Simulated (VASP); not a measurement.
## Y: surface energy and work function by face

How do surface energy, work function and relaxation of Y depend on the face?

Main program and level: VASP 6.6.1; PBEsol; plane waves and PAW (Y_sv).

## Step 1: Set-up

The structure is hexagonal, space group P6_3/mmc (No. 194). The conventional cell has a = 3.650 Å, b = 3.650 Å, c = 5.734 Å, α = 90.00°, β = 90.00°, γ = 120.00°. Y has 12 Y at 3.56 to 3.65 Å nearest.

Coordinates:

```xyz
2
Lattice="3.6500 0.0000 0.0000 -1.8250 3.1610 0.0000 0.0000 0.0000 5.7341" Properties=species:S:1:pos:R:3 pbc="T T T"
Y     0.0000    0.0000    0.0000
Y     0.0000    2.1073    2.8671
```

## Step 2: The bulk reference, job relaxation, k-mesh 12×12×7

The bulk crystal is relaxed first, so that the slabs are cut at this functional's lattice.

Input file INCAR:

```
SYSTEM = Y
PREC = Accurate
ENCUT = 420
EDIFF = 1E-06
NELM = 120
ISMEAR = 1
SIGMA = 0.15
LREAL = .FALSE.
ALGO = Normal
GGA = PS
NBANDS = 17
LASPH = .TRUE.
LORBIT = 11
LWAVE = .FALSE.
LCHARG = .FALSE.
KPAR = 4
IBRION = 2
NSW = 30
ISIF = 3
EDIFFG = -0.01
POTIM = 0.4
```

Input file POSCAR:

```
Y
1.0
    3.6500000000      0.0000000000      0.0000000000
   -1.8250000000      3.1609927238      0.0000000000
    0.0000000000      0.0000000000      5.7341500000
Y
2
Direct
    0.0000000000      0.0000000000      0.0000000000
    0.3333333333      0.6666666667      0.5000000000
```

Input file KPOINTS:

```
Automatic mesh
0
Gamma
12 12 7
0 0 0
```

The projector-augmented-wave data sets are Y_sv (PBE family, release 64).

On the command line:

```bash
> mpirun -np 4 vasp_std
```

The log of the run:

```text
[banner, memory and clock lines left out]
running    4 mpi-ranks, on    1 nodes
 distrk:  each k-point on    1 cores,    4 groups
 distr:  one band on    1 cores,    1 groups

 POSCAR found type information on POSCAR Y
 POSCAR found :  1 types and       2 ions
|                                                                             |
|               ----> ADVICE to this user running VASP <----                  |
|                                                                             |
|     You enforced a specific xc type in the INCAR file but a different       |
|     [... a line on the potential file left out ...]
|     I HOPE YOU KNOW WHAT YOU ARE DOING!                                     |
|                                                                             |

 LDA part: xc-table for (Slater+PW92), standard interpolation
 POSCAR, INCAR and KPOINTS ok, starting setup
 FFT: planning ... GRIDC
 FFT: planning ... GRID_SOFT
 FFT: planning ... GRID
 WAVECAR not read
 entering main loop
       N       E                     dE             d eps       ncg     rms          rms(c)
DAV:   1     0.719830137737E+02    0.71983E+02   -0.10306E+04  2584   0.106E+03
DAV:   2    -0.867923382905E+01   -0.80662E+02   -0.79575E+02  3256   0.235E+02
DAV:   3    -0.139799761617E+02   -0.53007E+01   -0.52623E+01  4515   0.371E+01
DAV:   4    -0.140910012919E+02   -0.11103E+00   -0.11095E+00  3046   0.569E+00
DAV:   5    -0.140951222018E+02   -0.41209E-02   -0.41203E-02  3901   0.758E-01    0.331E+01
DAV:   6    -0.136988678013E+02    0.39625E+00   -0.48230E-01  2862   0.433E+00    0.205E+01
DAV:   7    -0.136216735418E+02    0.77194E-01   -0.93107E-01  3430   0.552E+00    0.177E+00
DAV:   8    -0.136086719187E+02    0.13002E-01   -0.16944E-01  3236   0.245E+00    0.100E+00
DAV:   9    -0.136079289467E+02    0.74297E-03   -0.45924E-03  3759   0.435E-01    0.399E-01
DAV:  10    -0.136080231012E+02   -0.94154E-04   -0.15481E-03  2911   0.363E-01    0.252E-01
DAV:  11    -0.136079903510E+02    0.32750E-04   -0.86073E-05  4006   0.794E-02    0.363E-02
DAV:  12    -0.136079851244E+02    0.52266E-05   -0.25925E-05  2892   0.453E-02    0.193E-02
DAV:  13    -0.136079867552E+02   -0.16308E-05   -0.57157E-06  3112   0.219E-02    0.279E-03
DAV:  14    -0.136079869282E+02   -0.17299E-06   -0.15295E-07  1771   0.322E-03
   1 F= -.13607987E+02 E0= -.13606869E+02  d E =-.136080E+02
 curvature:   0.00 expect dE= 0.000E+00 dE for cont linesearch  0.000E+00
 trial: gam= 0.00000 g(F)=  0.348E-47 g(S)=  0.502E-01 ort = 0.000E+00 (trialstep = 0.100E+01)
 search vector abs. value=  0.502E-01
 bond charge predicted
       N       E                     dE             d eps       ncg     rms          rms(c)
DAV:   1    -0.141426639297E+02   -0.53468E+00   -0.10507E+01  3946   0.205E+01    0.499E+00
DAV:   2    -0.137022318182E+02    0.44043E+00   -0.10351E+00  3666   0.649E+00    0.221E+00
DAV:   3    -0.136001544970E+02    0.10208E+00   -0.75417E-01  3939   0.430E+00    0.130E+00
DAV:   4    -0.136178635045E+02   -0.17709E-01   -0.64411E-02  3083   0.129E+00    0.597E-01
DAV:   5    -0.136319937040E+02   -0.14130E-01   -0.26087E-02  4553   0.570E-01    0.310E-01
DAV:   6    -0.136334955956E+02   -0.15019E-02   -0.13375E-03  2935   0.253E-01    0.132E-01
DAV:   7    -0.136350185058E+02   -0.15229E-02   -0.27945E-03  4501   0.214E-01    0.398E-02
DAV:   8    -0.136350409890E+02   -0.22483E-04   -0.71315E-05  3607   0.415E-02    0.153E-02
DAV:   9    -0.136350428234E+02   -0.18343E-05   -0.89352E-06  3752   0.125E-02    0.828E-03
DAV:  10    -0.136350439707E+02   -0.11474E-05   -0.14947E-06  2170   0.965E-03    0.335E-03
DAV:  11    -0.136350440276E+02   -0.56825E-07   -0.10432E-07  1544   0.289E-03
   2 F= -.13635044E+02 E0= -.13633445E+02  d E =-.270571E-01
[... from here on, the cycles between the ionic steps are left out ...]
   3 F= -.13635146E+02 E0= -.13633517E+02  d E =-.271588E-01
   4 F= -.13635134E+02 E0= -.13633495E+02  d E =-.271471E-01
   5 F= -.13635249E+02 E0= -.13633598E+02  d E =-.114565E-03
   6 F= -.13635227E+02 E0= -.13633559E+02  d E =-.924983E-04
   7 F= -.13635269E+02 E0= -.13633608E+02  d E =-.135282E-03
   8 F= -.13635269E+02 E0= -.13633609E+02  d E =-.134920E-03
   9 F= -.13635271E+02 E0= -.13633612E+02  d E =-.137266E-03
 curvature:  -0.63 expect dE=-0.266E-04 dE for cont linesearch -0.141E-06
 trial: gam= 0.29116 g(F)=  0.119E-48 g(S)=  0.426E-04 ort =-0.613E-05 (trialstep = 0.116E+01)
 search vector abs. value=  0.532E-04
 bond charge predicted
       N       E                     dE             d eps       ncg     rms          rms(c)
DAV:   1    -0.136355553616E+02   -0.28388E-03   -0.96904E-03  2816   0.700E-01    0.103E-01
DAV:   2    -0.136353599725E+02    0.19539E-03   -0.61848E-04  2956   0.157E-01    0.581E-02
DAV:   3    -0.136352815258E+02    0.78447E-04   -0.40722E-04  4292   0.115E-01    0.373E-02
DAV:   4    -0.136352885820E+02   -0.70563E-05   -0.21888E-05  3009   0.281E-02    0.212E-02
DAV:   5    -0.136352954235E+02   -0.68414E-05   -0.98625E-06  3477   0.152E-02    0.498E-03
DAV:   6    -0.136352954869E+02   -0.63435E-07   -0.41762E-07  1461   0.408E-03
  10 F= -.13635295E+02 E0= -.13633611E+02  d E =-.241877E-04
 trial-energy change:   -0.000024  1 .order   -0.000027   -0.000047   -0.000007
 step:   1.3697(harm=  1.3697)  dis= 0.00000  next Energy=   -13.635299 (dE=-0.279E-04)
 reached required accuracy - stopping structural energy minimisation
```

Run time: 44 s. Hardware: 4 MPI ranks of Intel Xeon 6975P-C (Granite Rapids), shared host; peak memory 0.8 GiB; 2.9 min of CPU time.

Lines that name or quote the potential files are left out of all logs, and their timing lines are given in words.

Parts of OUTCAR (step 2):

```text
ion  position               nearest neighbor table
   1  0.000  0.000  0.000-   2 3.56   2 3.56   2 3.56   2 3.56   2 3.56   2 3.56
   2  0.333  0.667  0.500-   1 3.56   1 3.56   1 3.56   1 3.56   1 3.56   1 3.56

  LATTYP: Found a hexagonal cell.
 ALAT       =     3.6500000000
 C/A-ratio  =     1.5710000000

 Subroutine GETGRP returns: Found 24 space group operations
 (whereof 12 operations were pure point group operations)

The static configuration has the point symmetry D_3h.
 The point group associated with its full space group is D_6h.

 Found     76 irreducible k-points:

   k-points           NKPTS =     76   k-points in BZ     NKDIM =     76   number of bands    NBANDS=     17

   dimension x,y,z NGX =    24 NGY =   24 NGZ =   40
   dimension x,y,z NGXF=    48 NGYF=   48 NGZF=   80

   ENCUT  =  420.0 eV  30.87 Ry    5.56 a.u.   6.10  6.10  9.58*2*pi/ulx,y,z

   NELECT =      22.0000    total number of electrons

 k-points in reciprocal lattice and weights: Automatic mesh
   0.00000000  0.00000000  0.00000000       0.001
   0.08333333  0.00000000  0.00000000       0.006
   0.16666667  0.00000000  0.00000000       0.006
   0.25000000  0.00000000  0.00000000       0.006
   0.33333333 -0.00000000  0.00000000       0.006
   0.41666667  0.00000000  0.00000000       0.006
   0.50000000  0.00000000  0.00000000       0.003
   0.08333333  0.08333333  0.00000000       0.006
   0.16666667  0.08333333  0.00000000       0.012
[...]
0.33333333  0.25000000  0.42857143       0.024
   0.33333333  0.33333333  0.42857143       0.004

 average (electrostatic) potential at core
       1 -37.1894       2 -37.1894

 E-fermi :   3.1239

 k-point     1 :       0.0000    0.0000    0.0000
  band No.  band energies     occupation
    ...
      6     -19.0512      2.00000
      7     -19.0512      2.00000
      8     -19.0040      2.00000
      9      -1.6535      2.00000
     10       1.1885      2.00000
     11       4.2462     -0.00000
     12       4.8882     -0.00000
     13       4.8882     -0.00000
     14       5.2925     -0.00000
     15       5.5512     -0.00000
    ...

 k-point     2 :       0.0833    0.0000    0.0000
  band No.  band energies     occupation
    ...
      6     -19.0820      2.00000
      7     -19.0547      2.00000
      8     -19.0112      2.00000
      9      -1.4979      2.00000
     10       1.3330      2.00000
     11       4.0639     -0.00000
     12       4.5184     -0.00000
     13       5.0331     -0.00000
     14       5.3768     -0.00000
     15       5.5686     -0.00000
    ...

 k-point     3 :       0.1667    0.0000    0.0000
  band No.  band energies     occupation
    ...
      6     -19.1639      2.00000
      7     -19.0650      2.00000
      8     -19.0328      2.00000
      9      -1.0535      2.00000
     10       1.7155      2.00000
     11       3.6153     -0.00004
     12       3.9465     -0.00000
     13       5.0003     -0.00000
     14       5.4023     -0.00000
     15       5.4599     -0.00000
    ...

  Total       -0.0033026     -0.0033026     -0.0066673      0.0000000      0.0000000      0.0000000
  in kB       -0.0846136     -0.0846136     -0.1708187      0.0000000      0.0000000      0.0000000
  external PRESSURE =      -0.1133486 kB  Pullay stress =       0.0000000 kB

  energy-cutoff  :      420.00
  volume of cell :       62.54
      direct lattice vectors                 reciprocal lattice vectors
     3.594818025  0.000000000  0.000000000     0.278178198  0.160606257 -0.000000000
    -1.797409012  3.113203731  0.000000000     0.000000000  0.321212515 -0.000000000
     0.000000000  0.000000000  5.587807344    -0.000000000 -0.000000000  0.178961073

 POSITION                                       TOTAL-FORCE (eV/Angst)
 -----------------------------------------------------------------------------------
      0.00000      0.00000      0.00000         0.000000     -0.000000      0.000000
     -0.00000      2.07547      2.79390        -0.000000      0.000000     -0.000000
 -----------------------------------------------------------------------------------
    total drift:                                0.000000     -0.000000     -0.000000

  FREE ENERGIE OF THE ION-ELECTRON SYSTEM (eV)
  ---------------------------------------------------
  free  energy   TOTEN  =       -13.6352954869 eV

  energy  without entropy=      -13.6302424586  energy(sigma->0) =      -13.63361114

 reached required accuracy - stopping structural energy minimisation

 total charge
# of ion       s       p       d       f       tot
--------------------------------------------------
    1        2.290   6.235   0.963   0.008   9.496
    2        2.290   6.235   0.963   0.008   9.496
--------------------------------------------------
tot          4.581  12.470   1.926   0.015  18.993

[... 3 further parts left out ...]
```

The PAW data sets were made with PBE, which is usual practice but a small mismatch for other functionals. The run keeps the 24 symmetry operations of its start, so it cannot find a distortion of lower symmetry.

Relaxation path:

```tsv
step	energy less that of the first step (eV)	largest force (eV/Å)	pressure (GPa)	volume (Å³)
1	0.0000	0.0000	-2.23	66.16
2	-0.0271	0.0000	-0.13	62.69
3	-0.0272	0.0000	0.01	62.48
4	-0.0271	0.0000	0.08	62.41
5	-0.0273	0.0000	0.03	62.52
6	-0.0272	0.0000	-0.12	62.70
7	-0.0273	0.0000	-0.07	62.62
8	-0.0273	0.0000	-0.04	62.59
9	-0.0273	0.0000	-0.06	62.60
10	-0.0273	0.0000	-0.01	62.54
```

```tsv
conventional cell, symmetrised	before	after	change
a (Å)	3.650	3.595	-1.5 %
b (Å)	3.650	3.595	-1.5 %
c (Å)	5.734	5.588	-2.6 %
volume (Å³/atom)	33.08	31.27	-5.5 %
```

Final coordinates:

```cif
data_structure
_symmetry_space_group_name_H-M 'P 1'
_symmetry_Int_Tables_number 1
_cell_length_a 3.5948
_cell_length_b 3.5948
_cell_length_c 5.5878
_cell_angle_alpha 90.000
_cell_angle_beta 90.000
_cell_angle_gamma 120.000
_cell_volume 62.54
loop_
_atom_site_label
_atom_site_type_symbol
_atom_site_fract_x
_atom_site_fract_y
_atom_site_fract_z
_atom_site_occupancy
Y1 Y 0.00000 0.00000 0.00000 1
Y2 Y 0.33333 0.66667 0.50000 1
```

This step gave:

| Property | Result |
| --- | --- |
| electronic cycles | 72 |
| electrons | 22 |
| free energy (TOTEN) | -13.64 eV |
| energy at zero smearing | -13.63 eV |
| Fermi energy | 3.124 eV |
| metallic | yes |

The run ended after 10 ionic steps, 0.027 eV below its first step, once forces and stress met EDIFFG = -0.01.

Energy at zero smearing: -13.63361 eV.

## Step 3: The bulk reference, job self-consistent run, k-mesh 15×15×9

Input file INCAR:

```
SYSTEM = Y
PREC = Normal
ENCUT = 320
EDIFF = 1E-06
NELM = 120
ISMEAR = 1
SIGMA = 0.15
LREAL = .FALSE.
ALGO = Fast
GGA = PS
NBANDS = 17
LASPH = .TRUE.
LORBIT = 11
LWAVE = .FALSE.
LCHARG = .FALSE.
KPAR = 4
```

Input file POSCAR:

```
Y
1.0
    3.5948180247      0.0000000000      0.0000000000
   -1.7974090124      3.1132037314      0.0000000000
    0.0000000000      0.0000000000      5.5878073438
Y
2
Direct
    0.0000000000      0.0000000000      0.0000000000
    0.3333333333      0.6666666667      0.5000000000
```

Input file KPOINTS:

```
Automatic mesh
0
Gamma
15 15 9
0 0 0
```

On the command line:

```bash
> mpirun -np 4 vasp_std
```

The log of the run:

```text
[banner, memory and clock lines left out]
running    4 mpi-ranks, on    1 nodes
 distrk:  each k-point on    1 cores,    4 groups
 distr:  one band on    1 cores,    1 groups

 POSCAR found type information on POSCAR Y
 POSCAR found :  1 types and       2 ions
 [... a notice as in an earlier step ...]

 LDA part: xc-table for (Slater+PW92), standard interpolation
 POSCAR, INCAR and KPOINTS ok, starting setup
 FFT: planning ... GRIDC
 FFT: planning ... GRID_SOFT
 FFT: planning ... GRID
 WAVECAR not read
 entering main loop
       N       E                     dE             d eps       ncg     rms          rms(c)
DAV:   1     0.624721739222E+02    0.62472E+02   -0.89056E+03  4606   0.875E+02
DAV:   2    -0.928394570172E+01   -0.71756E+02   -0.70782E+02  5891   0.209E+02
DAV:   3    -0.139550512464E+02   -0.46711E+01   -0.46473E+01  7709   0.341E+01
DAV:   4    -0.140700417725E+02   -0.11499E+00   -0.11487E+00  5769   0.545E+00
DAV:   5    -0.140727185400E+02   -0.26768E-02   -0.26765E-02  6685   0.668E-01    0.343E+01
RMM:   6    -0.137081907376E+02    0.36453E+00   -0.41442E-01  4929   0.376E+00    0.214E+01
RMM:   7    -0.136527060377E+02    0.55485E-01   -0.10624E+00  6214   0.589E+00    0.188E+00
RMM:   8    -0.136327484354E+02    0.19958E-01   -0.13914E-01  5279   0.235E+00    0.696E-01
RMM:   9    -0.136348058473E+02   -0.20574E-02   -0.27466E-02  7118   0.737E-01    0.578E-01
RMM:  10    -0.136370946052E+02   -0.22888E-02   -0.10046E-02  8126   0.372E-01    0.187E+00
RMM:  11    -0.136349393122E+02    0.21553E-02   -0.32096E-03  6758   0.463E-01    0.132E-01
RMM:  12    -0.136350453807E+02   -0.10607E-03   -0.64273E-04  7814   0.152E-01    0.246E-01
RMM:  13    -0.136350372807E+02    0.81000E-05   -0.25731E-04  8166   0.741E-02    0.882E-02
RMM:  14    -0.136350415448E+02   -0.42641E-05   -0.11499E-04  7865   0.629E-02    0.232E-02
RMM:  15    -0.136350467517E+02   -0.52069E-05   -0.56344E-05  7535   0.271E-02    0.988E-03
RMM:  16    -0.136350488066E+02   -0.20549E-05   -0.22627E-05  6070   0.151E-02    0.423E-03
RMM:  17    -0.136350499695E+02   -0.11629E-05   -0.10956E-05  5460   0.119E-02    0.357E-03
RMM:  18    -0.136350504801E+02   -0.51058E-06   -0.56490E-06  4356   0.723E-03
   1 F= -.13635050E+02 E0= -.13634430E+02  d E =-.186284E-02
```

Elapsed: 7.2 s, on 4 MPI ranks; peak memory 0.65 GiB; 26 s of CPU time.

Parts of OUTCAR (step 3):

```text
  LATTYP: Found a hexagonal cell.
 ALAT       =     3.5948180247
 C/A-ratio  =     1.5544061773

 Found    135 irreducible k-points:

   k-points           NKPTS =    135   k-points in BZ     NKDIM =    135   number of bands    NBANDS=     17

   dimension x,y,z NGX =    16 NGY =   16 NGZ =   24
   dimension x,y,z NGXF=    32 NGYF=   32 NGZF=   48

   ENCUT  =  320.0 eV  23.52 Ry    4.85 a.u.   5.24  5.24  8.15*2*pi/ulx,y,z

   NELECT =      22.0000    total number of electrons

 E-fermi :   3.1286

 k-point     1 :       0.0000    0.0000    0.0000
  band No.  band energies     occupation
    ...
      6     -19.0506      2.00000
      7     -19.0506      2.00000
      8     -19.0026      2.00000
      9      -1.6516      2.00000
     10       1.1892      2.00000
     11       4.2484     -0.00000
     12       4.8888     -0.00000
     13       4.8888     -0.00000
     14       5.2936     -0.00000
     15       5.5520     -0.00000
    ...

 k-point     2 :       0.0667    0.0000    0.0000
  band No.  band energies     occupation
    ...
      6     -19.0705      2.00000
      7     -19.0528      2.00000
      8     -19.0072      2.00000
      9      -1.5519      2.00000
     10       1.2827      2.00000
     11       4.1294     -0.00000
     12       4.6246     -0.00000
     13       4.9819     -0.00000
     14       5.4317     -0.00000
     15       5.5001     -0.00000
    ...

  Total       -0.0348828     -0.0348828     -0.1199596      0.0000000      0.0000000     -0.0000000
  in kB       -0.8937084     -0.8937084     -3.0734034      0.0000000      0.0000000     -0.0000000
  external PRESSURE =      -1.6202734 kB  Pullay stress =       0.0000000 kB

  energy-cutoff  :      320.00
  volume of cell :       62.54
      direct lattice vectors                 reciprocal lattice vectors
     3.594818025  0.000000000  0.000000000     0.278178198  0.160606257  0.000000000
    -1.797409012  3.113203731  0.000000000     0.000000000  0.321212515  0.000000000
     0.000000000  0.000000000  5.587807344     0.000000000  0.000000000  0.178961073

 POSITION                                       TOTAL-FORCE (eV/Angst)
 -----------------------------------------------------------------------------------
      0.00000      0.00000      0.00000         0.000000     -0.000000      0.000000
     -0.00000      2.07547      2.79390        -0.000000      0.000000      0.000000
 -----------------------------------------------------------------------------------
    total drift:                                0.000000     -0.000000     -0.000000

  FREE ENERGIE OF THE ION-ELECTRON SYSTEM (eV)
  ---------------------------------------------------
  free  energy   TOTEN  =       -13.6350504801 eV

  energy  without entropy=      -13.6331876382  energy(sigma->0) =      -13.63442953

 total charge
# of ion       s       p       d       f       tot
--------------------------------------------------
    1        2.290   6.231   0.966   0.008   9.495
    2        2.290   6.231   0.966   0.008   9.495
--------------------------------------------------
tot          4.580  12.462   1.932   0.015  18.990

[... 2 parts as in an earlier step ...]

[... 7 further parts left out ...]
```

This step gave:

| Item | Value |
| --- | --- |
| electronic cycles | 18 |
| Fermi energy | 3.129 eV |

Energy at zero smearing: -13.63443 eV.

The run ends at a pressure of -0.16 GPa.

[end of part 1 of 5]

[Lines on the potential files, build, host, timing and source positions are cut from VASP's logs without a mark.]

[Logs are printed without paths, hosts, clocks, repeated set-up lines and the standing remarks that a program may print on its own settings, such as how far it seeks lower states.]

[Hosts, paths, dates, database ids (printed as entryN), source tags and the programs' standing remarks are cut or masked in the printed files.]

[Runs that stopped without an error message from VASP are left out.]
